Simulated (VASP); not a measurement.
Method: PBEsol GGA, VASP's PBE PAW potentials (set 64) (plane waves; VASP).

The input files of a VASP run:

POSCAR:
```
MgH2
1
    0.0000000000     2.3608528983     2.3608528983
    2.3608528983     0.0000000000     2.3608528983
    2.3608528983     2.3608528983    -0.0000000000
Mg H
1 2
Direct
  0.0000000000   0.0000000000   0.0000000000
  0.2500000000   0.2500000000   0.2500000000
  0.7500000000   0.7500000000   0.7500000000
```

### INCAR
```
# general
SYSTEM = MgH2
PREC   = Accurate
ENCUT  = 400   # plane-wave cut-off (eV)
LREAL  = .FALSE.   # projection in real space or not
LASPH  = .TRUE.   # aspherical one-centre terms

# electronic loop
EDIFF  = 1E-6
NELM   = 100   # most electronic steps
ALGO   = Normal   # blocked Davidson

# smearing
ISMEAR = 1   # Methfessel-Paxton
SIGMA  = 0.1   # width (eV)

# functional
GGA    = PS   # PBEsol

# ions
IBRION = 2   # conjugate gradients
NSW    = 60   # most ionic steps
ISIF   = 3   # ions, shape and volume
EDIFFG = -0.02

# output
LWAVE  = .FALSE.
LCHARG = .FALSE.
```

### KPOINTS
```
Automatic mesh
0
Gamma
10 10 10
0 0 0
```

POTCAR, in this order: Mg H (PBE.64 set). Program: vasp_std.

Output of the run:

### OUTCAR
```
 ion  position               nearest neighbor table
   1  0.000  0.000  0.000-   3 2.04   3 2.04   3 2.04   2 2.04   3 2.04   2 2.04   2 2.04   2 2.04
  LATTYP: Found a face centered cubic cell.
 ALAT       =     4.7217057966
 Subroutine PRICEL returns:
 Original cell was already a primitive cell.
 Subroutine GETGRP returns: Found 48 space group operations
The static configuration has the point symmetry O_h .
The dynamic configuration has the point symmetry O_h .
 Subroutine INISYM returns: Found 48 space group operations
 Subroutine IBZKPT returns following result:
 Found     47 irreducible k-points:

 Following reciprocal coordinates:
            Coordinates               Weight
  0.000000  0.000000  0.000000      1.000000
  0.100000  0.000000  0.000000      8.000000
  0.200000  0.000000  0.000000      8.000000
  0.300000  0.000000  0.000000      8.000000
  0.400000  0.000000  0.000000      8.000000
  0.500000  0.000000  0.000000      4.000000
  0.100000  0.100000  0.000000      6.000000
  0.200000  0.100000  0.000000     24.000000
  0.300000  0.100000  0.000000     24.000000
  0.400000  0.100000  0.000000     24.000000
...
```

**OSZICAR**
```
       N       E                     dE             d eps       ncg     rms          rms(c)
DAV:   1    -0.328614836436E+01   -0.32861E+01   -0.15271E+03   612   0.398E+02
DAV:   2    -0.907732622984E+01   -0.57912E+01   -0.52896E+01   726   0.465E+01
DAV:   3    -0.919998004845E+01   -0.12265E+00   -0.12242E+00   696   0.839E+00
DAV:   4    -0.920015814963E+01   -0.17810E-03   -0.17810E-03   798   0.303E-01
DAV:   5    -0.920015845230E+01   -0.30267E-06   -0.30264E-06   678   0.905E-03    0.437E+00
DAV:   6    -0.874620625158E+01    0.45395E+00   -0.33605E-01   594   0.318E+00    0.216E+00
DAV:   7    -0.859143873197E+01    0.15477E+00   -0.37961E-01   618   0.363E+00    0.344E-01
DAV:   8    -0.859281393665E+01   -0.13752E-02   -0.43958E-03   708   0.567E-01    0.192E-02
DAV:   9    -0.859282030851E+01   -0.63719E-05   -0.24641E-05   738   0.392E-02    0.106E-02
DAV:  10    -0.859282350580E+01   -0.31973E-05   -0.25137E-06   714   0.120E-02    0.335E-03
DAV:  11    -0.859282353630E+01   -0.30500E-07   -0.66978E-07   354   0.414E-03
   1 F= -.85928235E+01 E0= -.85926121E+01  d E =-.859282E+01
       N       E                     dE             d eps       ncg     rms          rms(c)
DAV:   1    -0.859313744711E+01   -0.31394E-03   -0.62906E-04   702   0.234E-01    0.167E-02
DAV:   2    -0.859313444978E+01    0.29973E-05   -0.34482E-06   618   0.136E-02    0.905E-03
DAV:   3    -0.859313371459E+01    0.73519E-06   -0.30925E-06   588   0.930E-03
   2 F= -.85931337E+01 E0= -.85929310E+01  d E =-.310178E-03
```

### OUTCAR
```
------------------------ aborting loop because EDIFF is reached ----------------------------------------
  FORCE on cell =-STRESS in cart. coord.  units (eV):
  Direction    XX          YY          ZZ          XY          YZ          ZX
  --------------------------------------------------------------------------------------
  Total       -0.0462578     -0.0462578     -0.0462578     -0.0000000      0.0000000     -0.0000000
  in kB       -2.8287272     -2.8287272     -2.8287272     -0.0000000      0.0000000     -0.0000000
  external PRESSURE =      -2.8287272 kB  Pullay stress =       0.0000000 kB
  volume of cell :       26.20
      direct lattice vectors                 reciprocal lattice vectors
    -0.000000000  2.357353704  2.357353704    -0.212102239  0.212102239  0.212102239
     2.357353704  0.000000000  2.357353704     0.212102239 -0.212102239  0.212102239
     2.357353704  2.357353704 -0.000000000     0.212102239  0.212102239 -0.212102239
 POSITION                                       TOTAL-FORCE (eV/Angst)
 -----------------------------------------------------------------------------------
      4.71471      2.35735      2.35735        -0.000000     -0.000000     -0.000000
      1.17868      1.17868      1.17868        -0.000000      0.000000     -0.000000
      3.53603      3.53603      3.53603         0.000000     -0.000000      0.000000
 -----------------------------------------------------------------------------------
    total drift:                                0.000000      0.000000     -0.000000
  FREE ENERGIE OF THE ION-ELECTRON SYSTEM (eV)
  ---------------------------------------------------
  free  energy   TOTEN  =        -8.5931337146 eV

  energy  without entropy=       -8.5925256298  energy(sigma->0) =       -8.59293102

 reached required accuracy - stopping structural energy minimisation
```
(Selected blocks of OUTCAR.)

**CONTCAR**
```
MgH2
   1.00000000000000
    -0.0000000000000000    2.3573537044877710    2.3573537044877710
     2.3573537044877710    0.0000000000000000    2.3573537044877710
     2.3573537044877710    2.3573537044877710   -0.0000000000000000
  Mg              H
     1     2
Direct
     0.0000000000000000    1.0000000000000000    1.0000000000000000
     0.2500000000000000    0.2500000000000000    0.2500000000000000
     0.7500000000000000    0.7500000000000000    0.7500000000000000
```

The structure was generated: MgH2 was put into the fluorite type (Fm-3m), which need not be its known phase. This run relaxes it. Symmetry was kept, so distortions that lower it aren't found. The start is the result of an earlier pass.
